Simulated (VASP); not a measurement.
# TcPd with RPBE: from relaxation to properties

Wanted: the relaxed cell of TcPd and its properties. The steps: relaxing cell and atoms (RPBE), single point with fields (RPBE), band structure (RPBE), density of states (RPBE), field gradients at the nuclei (RPBE) and zone-centre phonons (RPBE). The cell is invented: it takes the structure of a Materials Project entry for TcPt (space group 166 there), with some of its atoms replaced by other elements, volume scaled by an estimate. It may not be a known or stable phase.

Method: RPBE; plane waves and PAW (Pd, Tc_pv); invented cell, in VASP 6.6.1.

Most raw output is cut from this account.

## Step 1: Starting point

Before any relaxation, the start is as follows. Symmetry: R-3m, No. 166, trigonal system. Conventional cell: a = 2.752 Å, b = 2.752 Å, c = 13.655 Å, α = 90.00°, β = 90.00°, γ = 120.00°. Pd has 6 Pd at 2.75 Å and 6 Tc at 2.78 Å nearest. Tc has 6 Tc at 2.75 Å and 6 Pd at 2.78 Å nearest. It derives from TcPt. it takes the structure of a Materials Project entry for TcPt (space group 166 there), with some of its atoms replaced by other elements, volume scaled by an estimate. Farther neighbours are not listed.

As a file:

```
Pd Tc
1.0
     1.37577    0.79430    4.55155
    -1.37577    0.79430    4.55155
     0.00000   -1.58860    4.55155
Pd Tc
1 1
Direct
  0.00000 0.00000 0.00000
  0.50000 0.50000 0.50000
```

## Step 2: Relaxing cell and atoms (RPBE)

Properties are meant for the cell that this level of theory prefers, so cell and atoms are relaxed first (ISIF = 3) until forces and stress are small; EDIFFG sets the threshold. RPBE by itself binds more weakly than PBE and expands cells.

Input file INCAR:

```
SYSTEM = TcPd
PREC = Accurate
ENCUT = 400
EDIFF = 1E-06
NELM = 100
ISMEAR = -1
SIGMA = 0.05
LREAL = .FALSE.
ALGO = Normal
GGA = RP
LORBIT = 11
LWAVE = .FALSE.
LCHARG = .FALSE.
IBRION = 2
NSW = 60
ISIF = 3
EDIFFG = -0.01
```

Input file POSCAR:

```
TcPd
1.0
    1.3757680000      0.7943000000      4.5515500000
   -1.3757680000      0.7943000000      4.5515500000
    0.0000000000     -1.5886000000      4.5515500000
Pd Tc
1 1
Direct
    0.0000000000      0.0000000000      0.0000000000
    0.5000000000      0.5000000000      0.5000000000
```

Input file KPOINTS:

```
Automatic mesh
0
Gamma
8 8 8
0 0 0
```

PAW data sets: Pd and Tc_pv (PBE family, release 64).

The run is started by

```console
mpirun -np 1 vasp_std
```

Wall time 2.7 min (1 MPI rank of AMD EPYC 7R43, shared host); peak memory 0.15 GiB.

This run has no spin polarisation. Its electron count is odd, so without a moment it is a metal by construction. The k-mesh is coarse for a metal. The PAW data sets were made with PBE, which is usual practice but a small mismatch for other functionals. The run keeps the 12 symmetry operations of its start, so it cannot find a distortion of lower symmetry.

Step by step:

| step | energy less that of the first step (eV) | largest force (eV/Å) | pressure (GPa) | volume (Å³) |
| --- | --- | --- | --- | --- |
| 1 | 0.0000 | 0.0000 | -1.01 | 29.84 |
| 2 | -0.0019 | 0.0000 | 2.47 | 29.43 |
| 3 | -0.0049 | 0.0000 | 0.89 | 29.61 |
| 4 | -0.0045 | 0.0000 | -1.10 | 29.88 |
| 5 | -0.0053 | 0.0000 | 0.02 | 29.72 |

| conventional cell, symmetrised | before | after | change |
| --- | --- | --- | --- |
| a (Å) | 2.752 | 2.734 | -0.6 % |
| b (Å) | 2.752 | 2.734 | -0.6 % |
| c (Å) | 13.655 | 13.777 | +0.9 % |
| volume (Å³/atom) | 14.92 | 14.86 | -0.4 % |

Final coordinates:

```xyz
2
Lattice="1.3669 0.7892 4.5922 -1.3669 0.7892 4.5922 0.0000 -1.5783 4.5922" Properties=species:S:1:pos:R:3 pbc="T T T"
Pd    0.0000    0.0000    0.0000
Tc    0.0000    0.0000    6.8883
```

Numbers from this step:

| Item | Value |
| --- | --- |
| electrons | 23 |
| bands | 15 |
| irreducible k-points | 65 |
| symmetry operations | 12 |
| free energy (TOTEN) | -14.14 eV |
| energy at zero smearing | -14.13 eV |
| Fermi energy | 11.38 eV |
| pressure | 0.01916 GPa |
| metallic | yes |
| SCF cycles over all ionic steps | 43 |

It ends with forces that vanish by symmetry and a pressure of 0.02 GPa.

## Step 3: Single point with fields (RPBE)

The relaxed cell gets a fresh self-consistent run, on a basis set for its own volume, to fix the density and to check the remaining stress.

INCAR, as its differences from that of step 2:

```diff
@@ -12,6 +12,5 @@
 LWAVE = .FALSE.
-LCHARG = .FALSE.
-IBRION = 2
-NSW = 60
-ISIF = 3
-EDIFFG = -0.01
+LCHARG = .TRUE.
+ISIF = 2
+LELF = .TRUE.
+LVHAR = .TRUE.
```

Input file POSCAR:

```
TcPd
1.0
    1.3668886981      0.7891735332      4.5922312875
   -1.3668886981      0.7891735332      4.5922312875
    0.0000000000     -1.5783470663      4.5922312875
Pd Tc
1 1
Direct
    0.0000000000      0.0000000000      0.0000000000
    0.5000000000      0.5000000000      0.5000000000
```

KPOINTS is that of step 2.

The run is started by

```console
mpirun -np 1 vasp_std
```

Wall time 67 s (1 MPI rank); peak memory 0.15 GiB.

This step gave:

- SCF cycles: 14
- pressure: 0.01270 GPa

Valence electrons inside each PAW sphere by angular momentum. Sphere charges, by row:

| atom | s (e) | p (e) | d (e) | tot (e) |
| --- | --- | --- | --- | --- |
| Pd1 | 0.539 | 0.595 | 8.441 | 9.575 |
| Tc2 | 0.441 | 6.395 | 5.001 | 11.84 |

Electrostatic potential energy in the ac plane of the conventional cell at fractional y = 0.000, with atoms of Pd and Tc within 0.2 Å of it. With pseudopotentials it is smooth inside the atoms' cores, unlike the true potential.

Values in eV, 24 rows by 14 columns, each cell a mean:
```
-60 -58 -52 -38 -20  -7  -1   0  -1  -9 -25 -43 -54 -59
-19 -17 -12  -6  -2   0   1   1   0   0  -3  -8 -13 -17
  1   1   0  -1  -3  -5  -8  -9  -7  -5  -2  -1   0   1
  0   0  -2  -6 -16 -24 -30 -32 -29 -23 -13  -5  -1   0
  1   0  -1  -4 -12 -20 -25 -27 -24 -18 -10  -3  -1   0
  2   2   2   1  -1  -2  -3  -4  -3  -2   0   1   2   2
  2   2   2   1  -1  -3  -5  -6  -5  -2   0   1   2   2
  2   1   0  -3 -11 -19 -25 -28 -24 -18  -9  -2   0   1
  2   1   0  -2  -8 -15 -20 -22 -19 -13  -6  -1   0   1
 -1  -1  -1   0   0  -1  -1  -1  -1  -1   0  -1  -1  -1
-36 -33 -27 -18  -8  -2   0   0   0  -3 -11 -21 -29 -34
-62 -61 -57 -46 -30 -14  -4  -2  -5 -17 -34 -49 -59 -62
-59 -57 -52 -41 -25 -10  -3  -2  -3 -13 -29 -44 -53 -58
-22 -20 -16  -9  -4  -1   0   1   0  -1  -5 -11 -17 -21
  1   1   0   0  -1  -3  -4  -5  -4  -2  -1   0   0   1
  1   1   0  -3 -11 -19 -25 -27 -24 -18  -9  -2   0   1
  2   1   1  -2  -8 -15 -20 -22 -19 -14  -6  -1   1   2
  2   2   2   1   0  -1  -2  -2  -2  -1   0   2   2   2
  2   2   1   0  -3  -5  -8  -9  -8  -5  -2   0   1   2
  0   0  -2  -6 -16 -24 -30 -32 -29 -23 -13  -5  -1   0
  1   0  -1  -5 -12 -20 -25 -26 -24 -18 -10  -3  -1   0
  0   0   0  -1  -1  -2  -3  -3  -3  -2  -1   0   0   0
-34 -31 -24 -14  -5  -1   1   1   0  -1  -7 -17 -25 -32
-62 -62 -59 -45 -26  -9  -1   0  -2 -12 -31 -50 -60 -62
```
Columns run along a (2.7 Å; values clipped at the 3rd and 97th percentile), rows up along c (13.8 Å), edges of the conventional cell, whose origin can differ from the input's. Atoms in or near the plane, at fractional coordinates: Pd at (0.00, 0.00), Tc at (0.00, 0.50).

Valence density in the ac plane of the conventional cell at fractional y = 0.000, with atoms of Pd and Tc within 0.2 Å of it. It is the smooth field of the valence electrons, not physical close to the nuclei.

Ten steps, logarithmic in the rise over the least value, from '0' (0.2 e/Å³) to '9' (5.5 e/Å³), each cell a mean:
```
99875422346789
55443211223455
22223334333222
22345566654332
22234566554322
00112233322110
00122334332110
11234566654321
12234555544321
22222233222222
77654322234567
99986433357899
99986433346899
66543222223456
22223333332222
12234566654322
11234555544321
00012233322100
11123334332211
22345566654332
22334566554332
32222223222222
76653221234566
99876432346899
```
Columns run along a (2.7 Å), rows up along c (13.8 Å), edges of the conventional cell, whose origin can differ from the input's. Atoms in or near the plane, at fractional coordinates: Pd at (0.00, 0.00), Tc at (0.00, 0.50).

ELF in the ac plane of the conventional cell at fractional y = 0.000, with atoms of Pd and Tc within 0.2 Å of it. It is the smooth field of the valence electrons, not physical close to the nuclei.

Values, 24 rows by 14 columns, each cell a mean:
```
0.03 0.05 0.09 0.18 0.26 0.25 0.23 0.23 0.23 0.26 0.25 0.16 0.08 0.05
0.23 0.24 0.26 0.28 0.27 0.25 0.24 0.24 0.24 0.25 0.27 0.28 0.26 0.24
0.34 0.33 0.30 0.27 0.24 0.23 0.23 0.23 0.23 0.23 0.24 0.28 0.31 0.33
0.36 0.34 0.29 0.27 0.29 0.34 0.39 0.40 0.38 0.33 0.28 0.27 0.30 0.35
0.35 0.33 0.29 0.26 0.27 0.30 0.32 0.34 0.32 0.29 0.26 0.27 0.30 0.33
0.27 0.26 0.25 0.24 0.24 0.24 0.25 0.25 0.25 0.24 0.24 0.24 0.25 0.26
0.19 0.20 0.21 0.22 0.24 0.26 0.27 0.28 0.27 0.26 0.23 0.22 0.21 0.20
0.21 0.21 0.21 0.23 0.27 0.27 0.25 0.24 0.25 0.27 0.26 0.22 0.21 0.21
0.25 0.25 0.23 0.24 0.26 0.27 0.27 0.27 0.27 0.27 0.25 0.23 0.24 0.25
0.26 0.26 0.26 0.25 0.25 0.25 0.25 0.26 0.25 0.25 0.25 0.25 0.26 0.26
0.42 0.41 0.37 0.29 0.24 0.24 0.28 0.30 0.27 0.24 0.25 0.31 0.38 0.42
0.15 0.25 0.45 0.51 0.39 0.29 0.29 0.31 0.29 0.30 0.42 0.52 0.41 0.21
0.28 0.36 0.47 0.46 0.34 0.27 0.29 0.31 0.28 0.28 0.37 0.48 0.45 0.34
0.37 0.35 0.30 0.26 0.23 0.25 0.27 0.29 0.27 0.24 0.23 0.27 0.31 0.35
0.26 0.26 0.26 0.25 0.25 0.26 0.26 0.26 0.26 0.26 0.25 0.25 0.26 0.26
0.24 0.23 0.22 0.24 0.27 0.27 0.27 0.26 0.27 0.27 0.26 0.23 0.22 0.24
0.20 0.20 0.20 0.22 0.26 0.27 0.26 0.25 0.26 0.27 0.25 0.22 0.20 0.20
0.21 0.21 0.22 0.23 0.24 0.26 0.27 0.28 0.27 0.26 0.24 0.23 0.22 0.21
0.30 0.29 0.26 0.24 0.23 0.23 0.24 0.24 0.24 0.23 0.23 0.25 0.27 0.29
0.36 0.33 0.29 0.27 0.29 0.34 0.37 0.39 0.37 0.33 0.29 0.28 0.30 0.34
0.37 0.34 0.30 0.26 0.27 0.30 0.34 0.35 0.33 0.29 0.26 0.27 0.30 0.35
0.31 0.31 0.30 0.28 0.25 0.23 0.22 0.21 0.22 0.23 0.26 0.28 0.30 0.31
0.17 0.20 0.23 0.27 0.27 0.25 0.24 0.24 0.24 0.25 0.27 0.26 0.22 0.19
0.01 0.02 0.05 0.15 0.25 0.26 0.23 0.22 0.23 0.27 0.23 0.12 0.04 0.01
```
Columns run along a (2.7 Å), rows up along c (13.8 Å), edges of the conventional cell, whose origin can differ from the input's. Atoms in or near the plane, at fractional coordinates: Pd at (0.00, 0.00), Tc at (0.00, 0.50).

In this run the pressure is 0.01 GPa, small enough to go on.

## Step 4: Band structure (RPBE)

The mesh alone shows little of the dispersion and can miss band extrema, so KPOINTS_OPT adds a path through the symmetry points after the self-consistent cycle.

INCAR, as its differences from that of step 3:

```diff
@@ -12,5 +12,2 @@
 LWAVE = .FALSE.
-LCHARG = .TRUE.
-ISIF = 2
-LELF = .TRUE.
-LVHAR = .TRUE.
+LCHARG = .FALSE.
```

POSCAR is that of step 3.

KPOINTS is that of step 3.

Input file KPOINTS_OPT:

```
Line mode
16
Line-mode
Reciprocal
  0.00000000   0.00000000   0.00000000 GAMMA
  0.50000000   0.00000000   0.00000000 L

  0.50000000   0.00000000   0.00000000 L
  0.50000000   0.18635488  -0.18635488 B1

  0.81364512   0.50000000   0.18635488 B
  0.50000000   0.50000000   0.50000000 Z

  0.50000000   0.50000000   0.50000000 Z
  0.00000000   0.00000000   0.00000000 GAMMA

  0.00000000   0.00000000   0.00000000 GAMMA
  0.34317744   0.00000000  -0.34317744 X

  0.65682256   0.34317744   0.00000000 Q
  0.50000000   0.50000000   0.00000000 F

  0.50000000   0.50000000   0.00000000 F
  0.65682256   0.65682256   0.18635488 P1

  0.65682256   0.65682256   0.18635488 P1
  0.50000000   0.50000000   0.50000000 Z

  0.50000000   0.00000000   0.00000000 L
  0.81364512   0.34317744   0.34317744 P
```

The run is started by

```console
mpirun -np 1 vasp_std
```

Wall time 1.8 min (1 MPI rank); peak memory 0.15 GiB.

Spin-orbit coupling is off here; it would split degenerate levels.

Electronic bands along the path, in eV, zero at the Fermi level; # counts the bands kept:

| point | #6 | #7 | #8 | #9 | #10 |
| --- | --- | --- | --- | --- | --- |
| Γ | -2.50 | -2.50 | -0.78 | -0.78 | 0.42 |
| 0.53 of the way | -2.33 | -2.05 | -1.88 | -0.76 | 0.69 |
| L | -2.31 | -1.56 | -0.43 | 0.01 | 2.84 |
| 0.53 of the way | -3.26 | -1.48 | -0.36 | 0.38 | 0.64 |
| B1 | -1.88 | -1.23 | -0.87 | -0.02 | 1.17 |
| jump to B | -1.88 | -1.23 | -0.87 | -0.02 | 1.17 |
| 0.47 of the way | -2.60 | -1.94 | -1.09 | -0.25 | 1.24 |
| Z | -2.49 | -1.78 | -1.78 | -1.46 | -1.46 |
| 0.47 of the way | -2.22 | -2.22 | -1.28 | -1.04 | -1.04 |
| Γ | -2.50 | -2.50 | -0.78 | -0.78 | 0.42 |
| 0.53 of the way | -2.82 | -1.59 | -1.58 | -1.25 | 0.69 |
| X | -1.95 | -1.20 | -0.82 | -0.08 | 1.07 |
| jump to Q | -1.95 | -1.20 | -0.82 | -0.08 | 1.07 |
| 0.53 of the way | -1.75 | 0.01 | 0.07 | 0.44 | 1.56 |
| F | -0.44 | 0.15 | 0.82 | 1.21 | 1.72 |
| 0.53 of the way | -0.45 | -0.35 | 0.89 | 1.13 | 1.97 |
| P1 | -0.99 | -0.47 | 0.47 | 0.92 | 2.59 |
| 0.47 of the way | -2.34 | -1.92 | -1.51 | 0.02 | 0.33 |
| Z | -2.49 | -1.78 | -1.78 | -1.46 | -1.46 |
| jump to L | -2.31 | -1.56 | -0.43 | 0.01 | 2.84 |
| 0.47 of the way | -2.29 | -0.98 | -0.44 | 0.30 | 2.83 |
| P | -0.99 | -0.47 | 0.47 | 0.92 | 2.59 |

Of the projections kept (Pd, Tc), the largest for each band there; the rest of the weight can lie on other orbitals:

| point | #6 | #7 | #8 | #9 | #10 |
| --- | --- | --- | --- | --- | --- |
| Γ | Pd 0.62 | Pd 0.62 | Tc 0.66 | Tc 0.66 | Pd 0.55 |
| L | Pd 0.99 | Tc 0.77 | Pd 1.00 | Tc 0.98 | Tc 1.00 |
| B1 | Tc 0.91 | Tc 0.63 | Tc 0.73 | Pd 0.60 | Tc 0.76 |
| B | Tc 0.91 | Tc 0.63 | Tc 0.73 | Pd 0.60 | Tc 0.76 |
| Z | Tc 0.82 | Pd 1.00 | Pd 1.00 | Tc 1.00 | Tc 1.00 |
| Γ | Pd 0.62 | Pd 0.62 | Tc 0.66 | Tc 0.66 | Pd 0.55 |

There is no gap at this level.

## Step 5: Density of states (RPBE)

A density of states needs more k-points than a total energy; ISMEAR = -5 takes tetrahedra, and LORBIT projects the states on the PAW spheres. The mesh is finer than in the run before.

INCAR, as its differences from that of step 4:

```diff
@@ -5,3 +5,3 @@
 NELM = 100
-ISMEAR = -1
+ISMEAR = -5
 SIGMA = 0.05
@@ -13 +13,2 @@
 LCHARG = .FALSE.
+NEDOS = 2001
```

POSCAR is that of step 4.

Input file KPOINTS:

```
Automatic mesh
0
Gamma
12 12 12
0 0 0
```

The run is started by

```console
mpirun -np 1 vasp_std
```

Run time: 2.5 min. Hardware: 1 MPI rank; peak memory 0.18 GiB.

With tetrahedra the forces and stress of a metal are not exact derivatives of the energy.

This step gave:

```yaml
irreducible_k_points: 189
free_energy_toten: -14.09 eV
fermi_energy: 11.33 eV
pressure: 0.1998 GPa
dos_at_the_fermi_level: 2.227 states/eV/cell
```

The density of states has structure finer than the step of the table below, so its rows give means over 0.5 eV, whole bins alone (the curve runs from -12.0 to 0.977 eV). Peaks (eV: height): total -5.02: 4.60, -3.06: 4.49, -2.96: 4.37, -2.58: 5.29; Pd d -5.02: 2.42, -3.06: 2.88, -2.96: 2.65, -2.58: 3.28; Tc d -2.58: 1.32, -1.62: 1.62, -0.26: 1.50, 0.12: 1.62; Pd s -5.10: 0.325, -3.60: 0.0766.

States under -12.0 eV and over 1.0 eV are left out. The density of states by energy, zero at the Fermi level; means over each step; values in states/eV/cell:

| energy (eV) | total | Pd d | Tc d | Pd s |
| --- | --- | --- | --- | --- |
| -8.0 | 0 | 0 | 0 | 0 |
| -7.5 | 0.0172 | 0 | 0 | 0.00721 |
| -7.0 | 0.101 | 5.3e-4 | 3.5e-4 | 0.0411 |
| -6.5 | 0.174 | 0.00404 | 0.00214 | 0.0671 |
| -6.0 | 0.307 | 0.0332 | 0.0146 | 0.104 |
| -5.5 | 1.87 | 0.820 | 0.323 | 0.228 |
| -5.0 | 4.07 | 2.12 | 0.813 | 0.256 |
| -4.5 | 3.48 | 1.95 | 0.789 | 0.0990 |
| -4.0 | 2.13 | 1.21 | 0.494 | 0.0428 |
| -3.5 | 3.15 | 1.81 | 0.756 | 0.0614 |
| -3.0 | 3.70 | 2.15 | 0.947 | 0.0602 |
| -2.5 | 3.94 | 2.34 | 1.06 | 0.0317 |
| -2.0 | 2.47 | 1.26 | 0.813 | 0.0216 |
| -1.5 | 2.78 | 1.04 | 1.22 | 0.0207 |
| -1.0 | 2.12 | 0.829 | 0.917 | 0.0140 |
| -0.5 | 2.69 | 0.982 | 1.31 | 0.0145 |
| 0.0 | 2.37 | 0.736 | 1.31 | 0.0179 |
| 0.5 | 1.99 | 0.421 | 1.31 | 0.0164 |

The finer mesh and the other smearing move the Fermi level by -0.05 eV from the 8×8×8 run, one measure of the sampling error in the zero of the bands above. Of the states within 0.3 eV of the Fermi level, the largest shares in the PAW spheres are Tc d 56 % and Pd d 30 %. The rest lies in smaller channels or between the spheres.

## Step 6: Field gradients at the nuclei (RPBE)

Field gradients probe how far the charge around each nucleus departs from cubic symmetry; LASPH keeps the non-spherical terms inside the spheres.

Input file INCAR:

```
SYSTEM = TcPd
PREC = Accurate
ENCUT = 400
EDIFF = 1E-07
NELM = 100
ISMEAR = -1
SIGMA = 0.05
LREAL = .FALSE.
ALGO = Normal
GGA = RP
LORBIT = 11
LWAVE = .FALSE.
LCHARG = .FALSE.
LEFG = .TRUE.
LASPH = .TRUE.
```

POSCAR is that of step 5.

Input file KPOINTS:

```
Automatic mesh
0
Gamma
8 8 8
0 0 0
```

The run is started by

```console
mpirun -np 1 vasp_std
```

Wall time 61 s (1 MPI rank); peak memory 0.15 GiB.

Numbers from this step:

- irreducible k-points: 65
- free energy (TOTEN): -14.14 eV
- Fermi energy: 11.38 eV
- pressure: 0.01284 GPa

Electric field gradients, by row:

| atom | Vxx (V/Å²) | Vyy (V/Å²) | Vzz (V/Å²) | asymmetry |
| --- | --- | --- | --- | --- |
| Pd1 | -18.03 | -18.03 | 36.06 | 0 |
| Tc2 | -11.63 | -11.63 | 23.27 | 0 |

The largest gradient, 36.06 V/Å², sits on Pd1; times the quadrupole moment of a nucleus that has one, it gives the coupling that NMR and NQR see.

## Step 7: Zone-centre phonons (RPBE)

Zone-centre modes test whether the atoms sit at a minimum within this cell. IBRION = 8 takes the force constants from linear response, which needs tightly converged orbitals.

Input file INCAR:

```
SYSTEM = TcPd
PREC = Accurate
ENCUT = 400
EDIFF = 1E-08
NELM = 100
ISMEAR = -1
SIGMA = 0.05
LREAL = .FALSE.
ALGO = Normal
GGA = RP
LORBIT = 11
LWAVE = .FALSE.
LCHARG = .FALSE.
IBRION = 8
ISIF = 2
```

POSCAR is that of step 6.

KPOINTS is that of step 6.

The run is started by

```console
mpirun -np 1 vasp_std
```

The job ended after 12 min (1 MPI rank; peak memory 0.28 GiB).

Energies printed during the response cycles are not total energies of the cell.

This step gave:

```
pressure of the cell      : 0.01351 GPa
largest force of the cell : 0 eV/Å
```

Modes at Γ, with each element's share of the kinetic energy:

| mode | frequency (cm⁻¹) | symmetry | Pd % | Tc % |
| --- | --- | --- | --- | --- |
| 1 | -0.1 | acoustic | 52 | 48 |
| 2 | 0.0 | acoustic | 52 | 48 |
| 3 | 0.0 | acoustic | 52 | 48 |
| 4 | 103.7 | Eu | 48 | 52 |
| 5 | 103.7 | Eu | 48 | 52 |
| 6 | 181.9 | A2u | 48 | 52 |

Displacements in mode 4 (103.7 cm⁻¹), the largest set to 1:
```
Pd1  0.00 -0.92  0.00
Tc2  0.00  1.00  0.00
```

Displacements in mode 6 (181.9 cm⁻¹), the largest set to 1:
```
Pd1  0.00  0.00 -0.92
Tc2  0.00  0.00  1.00
```

The three acoustic modes lie within 0.1 cm⁻¹ of zero, and all others are real. By the characters of their eigenvectors the optical modes sort into (cm⁻¹) infrared active: Eu 104, A2u 182.

## Step 8: Results

```yaml
relaxed_volume: 14.86 Å³/atom
relaxed_conventional_cell_a_b_c: 2.734, 2.734, 13.777 Å; angles 90.0, 90.0, 120.0°
space_group_after_relaxing_within_0p02_a: R-3m (No. 166)
band_gap: none, a metal
dos_at_the_fermi_level: 2.23 states/eV/cell
largest_field_gradient_vzz: 36.06 V/Å² on Pd1
highest_zone_centre_mode: 182 cm⁻¹
```

What this shows: With RPBE, TcPd relaxes to 14.86 Å³/atom in space group R-3m (held by the symmetry of the run) and comes out as a metal. Band structure (RPBE): Of the bands kept, 4 cross the Fermi level on this path. Zone-centre phonons (RPBE): The highest mode in this list at Γ, 181.9 cm⁻¹, has its largest share on Tc (52 % of the kinetic energy). Spin-orbit coupling is left out; it would split some degenerate bands. The k-sampling is coarse for a metal, so the Fermi level, pressures and the shape of the cell carry errors. With an odd electron count and no spin the cell is a metal by construction. Modes at Γ alone can't show that the crystal is stable at other wave vectors. No search among competing phases was made. All values are for a static lattice at zero temperature.

[Lines on the potential files, build, host, timing and source positions are cut from VASP's logs without a mark.]

[Logs are printed without paths, hosts, clocks, repeated set-up lines and the standing remarks that a program may print on its own settings, such as how far it seeks lower states.]

[Hosts, paths, dates, database ids (printed as entryN), source tags and the programs' standing remarks are cut or masked in the printed files.]

[A measured line is paired with the nearest computed mode of its activity, which favours agreement.]
